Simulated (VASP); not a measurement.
# RbErSe2: interstitial H from one void to a neighbouring one, part 2 of 4

Wanted: the minimum-energy path in RbErSe2 for this move: interstitial H from one void to a neighbouring one. The start is a cell from a database of measured crystal structures.

VASP 6.6.1, plane waves and PAW; the level of theory is named at each step.

Still holding for the runs below: The data set Er_3 holds the 4f electrons frozen in the core, so no f bands or f moments appear.

So far. Step 2 (Relax the host): The run ended after 6 ionic steps, 0.031 eV below its first step, once forces and stress met EDIFFG = -0.02.

## Step 3: Relax the start

This step: LDA, spin-polarised, with small moments to start from, 4f electrons in the core; plane waves and PAW (Er_3, Rb_pv, Se, H) (VASP 6.6.1).

System of this step: Rb4Er4HSe8. The cell holds 17 atoms: 4 Er, 4 Rb, 8 Se and 1 H. Its edges and angles: a = 9.092 Å, b = 9.092 Å, c = 9.092 Å, α = 53.6°, β = 53.6°, γ = 53.6°. It derives from RbErSe2. Nearest the centre at fractional (0.250, 0.250, 0.500): H17 at 1.54 Å, Rb8 at 2.04 Å, Rb7 at 2.06 Å, Se10 at 2.64 Å, Se13 at 2.65 Å, Rb5 at 3.54 Å, Rb6 at 3.55 Å, Se12 at 3.90 Å.

A path needs two true minima; the start is relaxed with symmetry off.

Contents of INCAR:

```
SYSTEM = Rb4Er4HSe8
PREC = Normal
ENCUT = 280
EDIFF = 1E-05
NELM = 120
ISMEAR = 0
SIGMA = 0.05
LREAL = Auto
ALGO = Fast
GGA = CA
NBANDS = 84
ISPIN = 2
MAGMOM = 0 0 0 0 0 0 0.6 0.6 0 0 0 0 0 0 0 0 0.6
LASPH = .TRUE.
LMAXMIX = 6
LORBIT = 11
LWAVE = .FALSE.
LCHARG = .FALSE.
NCORE = 3
IBRION = 2
NSW = 60
ISIF = 2
EDIFFG = -0.05
POTIM = 0.4
MAXMIX = 40
ISYM = 0
```

Contents of POSCAR:

```
Rb4Er4HSe8
1.0
   -4.0968329030     -2.3653075793      7.7646004350
    4.0968329030     -2.3653075793      7.7646004350
    0.0000000000      4.7306151587      7.7646004350
Er Rb Se H
4 4 8 1
Direct
    0.4982822990      0.4999693788      0.5025994596
    0.0022882637     -0.0040735151      0.5029350197
    0.0008047289      0.4981834200      0.0019509139
    0.4997114012      0.0011473030      0.0005495151
    0.0016132541     -0.0019819820     -0.0008731114
    0.4982311889      0.5011546482     -0.0001391451
    0.5022780097     -0.0015391265      0.4992820894
   -0.0002865795      0.4983679768      0.5045117157
    0.7769967763      0.7637613697      0.7623927406
    0.2687830634      0.2667220059      0.7686557702
    0.2639404832      0.7742793903      0.2644085576
    0.7625387316      0.2725111745      0.2702590710
    0.2358539734      0.2333446869      0.2276316309
    0.7330099268      0.7335421139      0.2280870459
    0.7335558573      0.2332041531      0.7293858032
    0.2314150624      0.7318811933      0.7317985787
    0.1225703081      0.1254688792      0.6277872514
```

Contents of KPOINTS:

```
Automatic mesh
0
Gamma
2 2 2
0 0 0
```

The projector-augmented-wave data sets are Er_3, Rb_pv, Se and H (PBE family, release 64).

Run with:

```console
> mpirun -np 3 vasp_std
```

Output:

```text
[banner, memory and clock lines left out]
running    3 mpi-ranks, on    1 nodes
 distrk:  each k-point on    3 cores,    1 groups
 distr:  one band on    3 cores,    1 groups

 POSCAR found type information on POSCAR ErRbSeH
 POSCAR found :  4 types and      17 ions
 [... a notice as in an earlier step ...]

 LDA part: xc-table for (Slater(with rela. corr.)+CA(PZ))
 , standard interpolation
 POSCAR, INCAR and KPOINTS ok, starting setup
 FFT: planning ... GRIDC
 FFT: planning ... GRID_SOFT
 FFT: planning ... GRID
 WAVECAR not read
 entering main loop
       N       E                     dE             d eps       ncg     rms          rms(c)
DAV:   1     0.660973897011E+03    0.66097E+03   -0.30705E+04  4172   0.816E+02
DAV:   2     0.822310414736E+01   -0.65275E+03   -0.60016E+03  4752   0.471E+02
DAV:   3    -0.826322677857E+02   -0.90855E+02   -0.86408E+02  4608   0.154E+02
DAV:   4    -0.898204289100E+02   -0.71882E+01   -0.71216E+01  4592   0.476E+01
DAV:   5    -0.902315223283E+02   -0.41109E+00   -0.40947E+00  4504   0.183E+01    0.494E+01
RMM:   6    -0.876890702607E+02    0.25425E+01   -0.41313E+00  3584   0.751E+00    0.313E+01
RMM:   7    -0.877186942014E+02   -0.29624E-01   -0.65567E+00  3592   0.621E+00    0.469E+00
RMM:   8    -0.874618166486E+02    0.25688E+00   -0.53227E-01  3593   0.239E+00    0.213E+00
RMM:   9    -0.874189040143E+02    0.42913E-01   -0.33505E-01  3594   0.145E+00    0.964E-01
RMM:  10    -0.874133286981E+02    0.55753E-02   -0.20367E-02  3579   0.431E-01    0.484E-01
RMM:  11    -0.874127535786E+02    0.57512E-03   -0.12516E-02  3574   0.248E-01    0.253E-01
RMM:  12    -0.874125421385E+02    0.21144E-03   -0.14150E-03  3464   0.136E-01    0.899E-02
RMM:  13    -0.874125070883E+02    0.35050E-04   -0.37671E-04  3198   0.693E-02    0.596E-02
RMM:  14    -0.874124918827E+02    0.15206E-04   -0.58451E-05  2200   0.630E-02    0.191E-02
RMM:  15    -0.874124948773E+02   -0.29946E-05   -0.12872E-05  1932   0.766E-02
   1 F= -.87412495E+02 E0= -.87411720E+02  d E =-.874125E+02  mag=     0.9965
 curvature:   0.00 expect dE= 0.000E+00 dE for cont linesearch  0.000E+00
 trial: gam= 0.00000 g(F)=  0.395E-01 g(S)=  0.000E+00 ort = 0.000E+00 (trialstep = 0.100E+01)
 search vector abs. value=  0.395E-01
 bond charge predicted
       N       E                     dE             d eps       ncg     rms          rms(c)
DAV:   1    -0.874295848717E+02   -0.17093E-01   -0.13432E+00  4264   0.101E+01    0.686E-01
RMM:   2    -0.874444819789E+02   -0.14897E-01   -0.15496E-01  3408   0.181E+00    0.342E-01
RMM:   3    -0.874487122648E+02   -0.42303E-02   -0.34645E-02  3625   0.671E-01    0.181E-01
RMM:   4    -0.874487750462E+02   -0.62781E-04   -0.22615E-03  3403   0.285E-01    0.134E-01
RMM:   5    -0.874487654337E+02    0.96125E-05   -0.18767E-03  3491   0.196E-01    0.539E-02
RMM:   6    -0.874488079804E+02   -0.42547E-04   -0.33523E-04  2863   0.672E-02    0.310E-02
RMM:   7    -0.874488055509E+02    0.24295E-05   -0.66531E-05  2184   0.791E-02
   2 F= -.87448806E+02 E0= -.87448340E+02  d E =-.363107E-01  mag=     0.9961
[... from here on, the cycles between the ionic steps are left out ...]
   3 F= -.87512907E+02 E0= -.87512200E+02  d E =-.100412E+00  mag=     0.9808
   4 F= -.87496180E+02 E0= -.87493861E+02  d E =-.836850E-01  mag=     0.7504
   5 F= -.87529575E+02 E0= -.87526957E+02  d E =-.117080E+00  mag=     0.7670
   6 F= -.87566835E+02 E0= -.87564400E+02  d E =-.372599E-01  mag=     0.7528
   7 F= -.87654555E+02 E0= -.87652152E+02  d E =-.124980E+00  mag=     0.7525
   8 F= -.87619233E+02 E0= -.87616693E+02  d E =-.896581E-01  mag=     0.4969
   9 F= -.87683494E+02 E0= -.87681088E+02  d E =-.153919E+00  mag=     0.7513
  10 F= -.87687671E+02 E0= -.87685244E+02  d E =-.158096E+00  mag=     0.7489
  11 F= -.87731507E+02 E0= -.87728672E+02  d E =-.438361E-01  mag=     0.5160
  12 F= -.87708085E+02 E0= -.87705196E+02  d E =-.204140E-01  mag=    -0.4995
  13 F= -.87759849E+02 E0= -.87757215E+02  d E =-.721784E-01  mag=     0.5016
  14 F= -.87762011E+02 E0= -.87759327E+02  d E =-.743400E-01  mag=     0.4990
  15 F= -.87822480E+02 E0= -.87819613E+02  d E =-.604697E-01  mag=     0.4975
  16 F= -.87857856E+02 E0= -.87854646E+02  d E =-.958456E-01  mag=     0.4981
  17 F= -.87879353E+02 E0= -.87876104E+02  d E =-.214970E-01  mag=     0.5054
  18 F= -.87890422E+02 E0= -.87887122E+02  d E =-.325659E-01  mag=     0.5058
  19 F= -.87891422E+02 E0= -.87888101E+02  d E =-.335655E-01  mag=     0.5000
  20 F= -.87897696E+02 E0= -.87894339E+02  d E =-.627423E-02  mag=     0.5000
  21 F= -.87901184E+02 E0= -.87897794E+02  d E =-.976258E-02  mag=     0.4999
  22 F= -.87899422E+02 E0= -.87895974E+02  d E =-.800038E-02  mag=     0.5002
  23 F= -.87901815E+02 E0= -.87898405E+02  d E =-.103935E-01  mag=     0.5000
  24 F= -.87903923E+02 E0= -.87900446E+02  d E =-.210738E-02  mag=     0.4997
  25 F= -.87904021E+02 E0= -.87900532E+02  d E =-.220568E-02  mag=     0.5001
 curvature:  -2.09 expect dE=-0.136E-02 dE for cont linesearch -0.477E-05
 trial: gam= 0.58519 g(F)=  0.652E-03 g(S)=  0.000E+00 ort =-0.621E-04 (trialstep = 0.272E+01)
 search vector abs. value=  0.116E-02
 bond charge predicted
       N       E                     dE             d eps       ncg     rms          rms(c)
DAV:   1    -0.879019855288E+02    0.20310E-02   -0.27985E-01  3880   0.427E+00    0.241E-01
RMM:   2    -0.879045833642E+02   -0.25978E-02   -0.28462E-02  3384   0.836E-01    0.144E-01
RMM:   3    -0.879054620382E+02   -0.87867E-03   -0.74856E-03  3607   0.317E-01    0.128E-01
RMM:   4    -0.879054391917E+02    0.22846E-04   -0.53026E-04  2999   0.135E-01    0.102E-01
RMM:   5    -0.879053921759E+02    0.47016E-04   -0.24800E-04  2695   0.110E-01    0.644E-02
RMM:   6    -0.879054010431E+02   -0.88672E-05   -0.17065E-04  2618   0.834E-02    0.478E-02
RMM:   7    -0.879053961872E+02    0.48559E-05   -0.21530E-05  1908   0.715E-02
  26 F= -.87905396E+02 E0= -.87901865E+02  d E =-.137521E-02  mag=     0.5002
 trial-energy change:   -0.001375  1 .order   -0.001290   -0.001676   -0.000904
 step:   4.2899(harm=  5.9170)  dis= 0.01080  next Energy=   -87.905672 (dE=-0.165E-02)
 reached required accuracy - stopping structural energy minimisation
```

It took 11 min on 3 MPI ranks of Intel Xeon 6975P-C (Granite Rapids), shared host; peak memory 0.6 GiB; 34 min of CPU time.

From OUTCAR (step 3):

```text
 Found      8 irreducible k-points:

   k-points           NKPTS =      8   k-points in BZ     NKDIM =      8   number of bands    NBANDS=     84

   dimension x,y,z NGX =    40 NGY =   40 NGZ =   40
   dimension x,y,z NGXF=    80 NGYF=   80 NGZF=   80

   ENCUT  =  280.0 eV  20.58 Ry    4.54 a.u.  12.41 12.41 12.41*2*pi/ulx,y,z

   NELECT =     113.0000    total number of electrons

 E-fermi :   1.4240

 spin component 1
 k-point     1 :       0.0000    0.0000    0.0000
  band No.  band energies     occupation
    ...
     53       0.0018      1.00000
     54       0.3407      1.00000
     55       0.7557      1.00000
     56       0.8285      1.00000
     57       0.8295      1.00000
     58       2.4990      0.00000
     59       2.5016      0.00000
     60       3.2216      0.00000
     61       3.4392      0.00000
     62       3.8462      0.00000
    ...

 k-point     2 :       0.5000    0.0000    0.0000
  band No.  band energies     occupation
    ...
     53       0.0891      1.00000
     54       0.0949      1.00000
     55       0.1396      1.00000
     56       0.1645      1.00000
     57       1.3658      0.95011
     58       3.2970      0.00000
     59       3.4529      0.00000
     60       3.7695      0.00000
     61       4.0840      0.00000
     62       4.1665      0.00000
    ...

 k-point     3 :       0.0000    0.5000    0.0000
  band No.  band energies     occupation
    ...
     53       0.0923      1.00000
     54       0.0940      1.00000
     55       0.1399      1.00000
     56       0.1630      1.00000
     57       1.3835      0.87398
     58       3.2946      0.00000
     59       3.4488      0.00000
     60       3.7714      0.00000
     61       4.0900      0.00000
     62       4.1670      0.00000
    ...

 k-point     4 :      -0.0000   -0.0000    0.5000
  band No.  band energies     occupation
    ...
     53       0.0893      1.00000
     54       0.0943      1.00000
     55       0.1399      1.00000
     56       0.1644      1.00000
     57       1.3721      0.92901
     58       3.2963      0.00000
     59       3.4518      0.00000
     60       3.7700      0.00000
     61       4.0870      0.00000
     62       4.1666      0.00000
    ...

  Total        0.2329042      0.2434349     -0.0590648      0.0343950     -0.0034065     -0.0392149
  in kB        0.8265739      0.8639471     -0.2096202      0.1220676     -0.0120897     -0.1391730
  external PRESSURE =       0.4936336 kB  Pullay stress =       0.0000000 kB

  energy-cutoff  :      280.00
  volume of cell :      451.45
      direct lattice vectors                 reciprocal lattice vectors
    -4.096832903 -2.365307579  7.764600435    -0.122045495 -0.070462999  0.042929876
     4.096832903 -2.365307579  7.764600435     0.122045495 -0.070462999  0.042929876
     0.000000000  4.730615159  7.764600435     0.000000000  0.140925999  0.042929876

 POSITION                                       TOTAL-FORCE (eV/Angst)
 -----------------------------------------------------------------------------------
     -0.00135     -0.00509     11.66642         0.002526      0.002870      0.003460
      0.00105      2.36092      3.98372        -0.008972      0.014113      0.005516
      2.05181     -1.18166      3.89910         0.004676     -0.008960      0.004757
     -2.05078     -1.18495      3.90139        -0.001865      0.005418      0.000738
     -0.00143      0.00042      0.01718        -0.000530     -0.011499      0.013762
     -0.00262     -2.36868      7.87837         0.001140      0.001614     -0.023581
     -2.04817      1.17910      7.78027         0.006839      0.006853      0.013956
      2.04780      1.17809      7.78018        -0.009279      0.008734      0.013466
      0.00026     -0.02886     17.94564        -0.000544      0.007082     -0.002896
      0.00065      2.36330     10.13057        -0.001979      0.000153      0.015688
      2.06799     -1.17150     10.18291        -0.001120     -0.010131     -0.005037
     -2.07083     -1.17151     10.18068         0.010216     -0.003705     -0.005902
      0.00179     -0.07697      5.47406         0.001769      0.003823      0.002998
      0.00052     -2.36696     13.19380         0.000426     -0.002631      0.013771
     -1.98564      1.21644     13.24005        -0.002314     -0.008268     -0.004104
      1.98217      1.22113     13.24289         0.010761     -0.009173     -0.006328
     -0.01633      2.36641      6.08874        -0.011748      0.003708     -0.040265
 -----------------------------------------------------------------------------------
    total drift:                               -0.000306     -0.000847     -0.008936

  FREE ENERGIE OF THE ION-ELECTRON SYSTEM (eV)
  ---------------------------------------------------
  free  energy   TOTEN  =       -87.9053961872 eV

  energy  without entropy=      -87.8983331390  energy(sigma->0) =      -87.90186466

 total charge
# of ion       s       p       d       tot
------------------------------------------
    1        0.367   6.824   1.145   8.337
    2        0.362   6.832   1.206   8.400
    3        0.367   6.824   1.146   8.337
    4        0.367   6.824   1.144   8.335
    5        0.088   6.079   0.126   6.293
    6        0.092   6.085   0.128   6.304
    7        0.088   6.079   0.126   6.293
    8        0.088   6.078   0.126   6.292
    9        1.442   2.476   0.011   3.929
   10        1.442   2.471   0.011   3.923
   11        1.441   2.476   0.011   3.929
   12        1.442   2.477   0.011   3.930
   13        1.450   2.439   0.015   3.903
   14        1.441   2.476   0.011   3.929
   15        1.450   2.439   0.015   3.904
   16        1.450   2.436   0.015   3.901
   17        0.450   0.006   0.000   0.456
--------------------------------------------------
tot         13.827  71.320   5.248  90.395

 magnetization (x)
# of ion       s       p       d       tot
------------------------------------------
    1        0.002   0.004   0.010   0.016
    2       -0.001   0.002   0.041   0.042
    3        0.002   0.004   0.011   0.017
    4        0.002   0.004   0.009   0.015
    5        0.000   0.001   0.002   0.003
    6        0.000   0.000   0.001   0.001
    7        0.000   0.001   0.002   0.003
    8        0.000   0.001   0.002   0.002
    9        0.000   0.003   0.000   0.003
   10        0.000   0.003   0.000   0.003
   11        0.000   0.003   0.000   0.003
   12        0.000   0.003   0.000   0.003
   13        0.002   0.037   0.001   0.041
   14        0.000   0.001   0.000   0.001
   15        0.002   0.037   0.001   0.040
   16        0.002   0.038   0.001   0.041
   17        0.084   0.000   0.000   0.084
--------------------------------------------------
tot          0.096   0.140   0.082   0.318

[... 1 part as in an earlier step ...]

[... 11 further parts left out ...]
```

Step by step (22 of 26):

```
step  energy less that of the first step (eV)  largest force (eV/Å)
   1                                   0.0000                0.5666
   2                                  -0.0363                0.5657
   3                                  -0.1004                0.5580
   5                                  -0.1171                0.5886
   6                                  -0.1543                0.6063
   7                                  -0.2421                0.6074
   8                                  -0.2067                1.1905
   9                                  -0.2710                0.5435
  11                                  -0.3190                0.5035
  12                                  -0.2956                1.6965
  13                                  -0.3474                0.7814
  14                                  -0.3495                0.9086
  15                                  -0.4100                0.5691
  16                                  -0.4454                0.3439
  18                                  -0.4779                0.1041
  19                                  -0.4789                0.1249
  20                                  -0.4852                0.0736
  21                                  -0.4887                0.0907
  22                                  -0.4869                0.1708
  24                                  -0.4914                0.0549
  25                                  -0.4915                0.0597
  26                                  -0.4929                0.0421
```

The atoms that moved most (Å):

```
atom      dx      dy      dz  length
 H17  -0.028  -0.017  -0.712   0.712
 Rb6  -0.015  -0.004   0.120   0.121
Se16  -0.068   0.038   0.081   0.113
Se15   0.064   0.053   0.070   0.109
 Er2   0.027  -0.022   0.092   0.099
 Se9   0.054   0.009   0.063   0.083
Se11  -0.023   0.033   0.069   0.080
Se13   0.012  -0.044   0.063   0.078
```

The relaxed structure:

```cif
data_structure
_symmetry_space_group_name_H-M 'P 1'
_symmetry_Int_Tables_number 1
_cell_length_a 9.0922
_cell_length_b 9.0922
_cell_length_c 9.0922
_cell_angle_alpha 53.563
_cell_angle_beta 53.563
_cell_angle_gamma 53.563
_cell_volume 451.45
loop_
_atom_site_label
_atom_site_type_symbol
_atom_site_fract_x
_atom_site_fract_y
_atom_site_fract_z
_atom_site_occupancy
Er1 Er 0.50136 0.50103 0.50012 1
Er2 Er 0.00454 0.00479 0.50374 1
Er3 Er 0.00024 0.50107 0.00086 1
Er4 Er 0.50127 0.00069 0.00050 1
Rb5 Rb 0.00088 0.00053 0.00080 1
Rb6 Rb 0.50544 0.50480 0.00441 1
Rb7 Rb 0.50089 0.00095 0.50017 1
Rb8 Rb 0.00107 0.50091 0.50003 1
Se9 Se 0.77241 0.77247 0.76634 1
Se10 Se 0.26830 0.26846 0.76795 1
Se11 Se 0.26731 0.77209 0.27206 1
Se12 Se 0.77234 0.26687 0.27196 1
Se13 Se 0.24021 0.24064 0.22415 1
Se14 Se 0.73313 0.73325 0.23284 1
Se15 Se 0.72502 0.24034 0.73982 1
Se16 Se 0.24056 0.72439 0.74060 1
H17 H 0.09664 0.09265 0.59488 1
```

Numbers from this step:

| Property | Result |
| --- | --- |
| electronic cycles | 261 |
| electrons | 113 |
| free energy (TOTEN) | -87.9054 eV |
| energy at zero smearing | -87.9019 eV |
| Fermi energy | 1.424 eV |
| moment of the cell, from the last line of the log | 0.5002 μB |
| labelled metallic, from the levels on this mesh | yes |

Spin moment in the PAW sphere by atom:

```
atom  spin moment in the PAW sphere (μB)
 Er1                              0.0160
 Er2                              0.0420
 Er3                              0.0170
 Er4                              0.0150
 Rb5                              0.0030
 Rb6                              0.0010
 Rb7                              0.0030
 Rb8                              0.0020
 Se9                              0.0030
Se10                              0.0030
Se11                              0.0030
Se12                              0.0030
Se13                              0.0410
Se14                              0.0010
Se15                              0.0400
Se16                              0.0410
 H17                              0.0840
```

The run ended after 26 ionic steps, 0.493 eV below its first step, once the forces on the free atoms met EDIFFG = -0.05.

[end of part 2 of 4]

[Lines on the potential files, build, host, timing and source positions are cut from VASP's logs without a mark.]

[Logs are printed without paths, hosts, clocks, repeated set-up lines and the standing remarks that a program may print on its own settings, such as how far it seeks lower states.]

[Hosts, paths, dates, database ids (printed as entryN), source tags and the programs' standing remarks are cut or masked in the printed files.]

[Runs that stopped without an error message from VASP are left out.]
